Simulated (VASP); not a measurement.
Computed with r2SCAN meta-GGA, VASP's PBE PAW potentials (set 64) (plane waves; VASP 6.6.1).

The input files of a VASP run:

POSCAR:
```
BaTiO3
1
    2.8494141772     1.6451102515     2.3372129575
   -2.8494141772     1.6451102515     2.3372129575
   -0.0000000000    -3.2902205030     2.3372129575
Ba Ti O
1 1 3
Direct
  0.0003576948   0.0003576948   0.0003576948
  0.5136684866   0.5136684866   0.5136684866
  0.4888930151   0.9792777883   0.4888930151
  0.4888930151   0.4888930151   0.9792777883
  0.9792777883   0.4888930151   0.4888930151
```

INCAR:
```
ENCUT = 520   # plane-wave cut-off (eV)
SYSTEM = BaTiO3
LPEAD = T
NBANDS = 72
LMIXTAU = T
LREAL = F
ISMEAR = 0
PREC = Accurate
LOPTICS = T
LMAXMIX = 4
METAGGA = R2SCAN
SIGMA = 0.01   # width (eV)
LWAVE = F
NEDOS = 1001
NELM = 100
LASPH = T   # aspherical one-centre terms
LCHARG = F
CSHIFT = 0.1
ALGO = Normal   # blocked Davidson
EDIFF = 1E-7
```

### KPOINTS
```
Automatic mesh
0
Gamma
7 7 7
0 0 0
```

POTCAR, in this order: Ba_sv Ti_sv O (PBE.64 set). Program: vasp_std.

The resulting files:

OSZICAR:
```
       N       E                     dE             d eps       ncg     rms          rms(c)
DAV:   1     0.319215967367E+03    0.31922E+03   -0.16102E+04  6344   0.614E+02
DAV:   2    -0.627878209474E+02   -0.38200E+03   -0.35207E+03  6696   0.208E+02
DAV:   3    -0.958903409983E+02   -0.33103E+02   -0.31764E+02  8432   0.589E+01
DAV:   4    -0.969724970517E+02   -0.10822E+01   -0.10773E+01  7576   0.924E+00
DAV:   5    -0.969825932881E+02   -0.10096E-01   -0.10095E-01  7336   0.821E-01    0.239E+01
DAV:   6    -0.751672811573E+02    0.21815E+02   -0.80896E+00  7232   0.270E+01    0.749E+00
DAV:   7    -0.736064011426E+02    0.15609E+01   -0.20023E+00  6976   0.522E+00    0.468E+00
DAV:   8    -0.764470439729E+02   -0.28406E+01   -0.10982E+00  6776   0.411E+00    0.310E+00
DAV:   9    -0.739837707476E+02    0.24633E+01   -0.84566E-01  6520   0.386E+00    0.942E-01
DAV:  10    -0.741847479201E+02   -0.20098E+00   -0.94611E-02  6448   0.149E+00    0.483E-01
DAV:  11    -0.742150641222E+02   -0.30316E-01   -0.14670E-02  7432   0.389E-01    0.413E-01
DAV:  12    -0.742526727689E+02   -0.37609E-01   -0.38693E-03  6968   0.268E-01    0.267E-01
DAV:  13    -0.742716739362E+02   -0.19001E-01   -0.92223E-03  7040   0.456E-01    0.124E-01
DAV:  14    -0.742728586249E+02   -0.11847E-02   -0.12261E-03  7272   0.130E-01    0.102E-01
DAV:  15    -0.742732984267E+02   -0.43980E-03   -0.40073E-04  6776   0.982E-02    0.449E-02
DAV:  16    -0.742736130137E+02   -0.31459E-03   -0.13891E-04  6840   0.418E-02    0.120E-02
DAV:  17    -0.742736565134E+02   -0.43500E-04   -0.21023E-05  7080   0.199E-02    0.304E-03
DAV:  18    -0.742736566775E+02   -0.16414E-06   -0.13629E-06  7352   0.379E-03    0.355E-03
DAV:  19    -0.742736561426E+02    0.53485E-06   -0.11189E-07  6912   0.165E-03    0.140E-03
DAV:  20    -0.742736570384E+02   -0.89574E-06   -0.31365E-07  6880   0.236E-03    0.175E-03
DAV:  21    -0.742736569819E+02    0.56522E-07   -0.43390E-08  6040   0.800E-04
   1 F= -.74273657E+02 E0= -.74273657E+02  d E =-.386535E-86
 imaginary and real dielectric function
```

OUTCAR:
```
------------------------ aborting loop because EDIFF is reached ----------------------------------------
  FORCE on cell =-STRESS in cart. coord.  units (eV):
  Direction    XX          YY          ZZ          XY          YZ          ZX
  --------------------------------------------------------------------------------------
  Total       -0.0135940     -0.0135940     -0.0070973      0.0000000      0.0000000      0.0000000
  in kB       -0.3313280     -0.3313280     -0.1729838      0.0000000      0.0000000      0.0000000
  external PRESSURE =      -0.2785466 kB  Pullay stress =       0.0000000 kB
  volume of cell :       65.74
      direct lattice vectors                 reciprocal lattice vectors
     2.849414177  1.645110252  2.337212957     0.175474666  0.101310333  0.142620009
    -2.849414177  1.645110252  2.337212957    -0.175474666  0.101310333  0.142620009
     0.000000000 -3.290220503  2.337212957     0.000000000 -0.202620665  0.142620009
 POSITION                                       TOTAL-FORCE (eV/Angst)
 -----------------------------------------------------------------------------------
      0.00000      0.00000      0.00251         0.000000     -0.000000      0.006401
      0.00000      0.00000      3.60166         0.000000      0.000000      0.009037
     -1.39731      0.80674      4.57407        -0.000590      0.000341     -0.005146
      0.00000     -1.61347      4.57407         0.000000     -0.000681     -0.005146
      1.39731      0.80674      4.57407         0.000590      0.000341     -0.005146
 -----------------------------------------------------------------------------------
    total drift:                                0.000000      0.000006     -0.000646
  FREE ENERGIE OF THE ION-ELECTRON SYSTEM (eV)
  ---------------------------------------------------
  free  energy   TOTEN  =       -74.2736569819 eV

  energy  without entropy=      -74.2736569819  energy(sigma->0) =      -74.27365698

 plasma frequency squared (from intraband transitions) (eV^2)
  --------------------------------------------------------------------------------------
       0.000       0.000       0.000
       0.000       0.000       0.000
       0.000       0.000       0.000

 plasma frequency squared (from interband transitions, int dw w eps(2)(w)) (eV^2)
  --------------------------------------------------------------------------------------
     648.090       0.000      -0.000       0.000       0.000       0.000
      -0.000       0.000     648.090       0.000      -0.000       0.000
       0.000      -0.000      -0.000      -0.000     648.369       0.000
```
(Selected blocks of OUTCAR.)

The structure comes from a computed database's BaTiO3 entry (R3m); how it stands against other phases isn't given here. It was relaxed first.
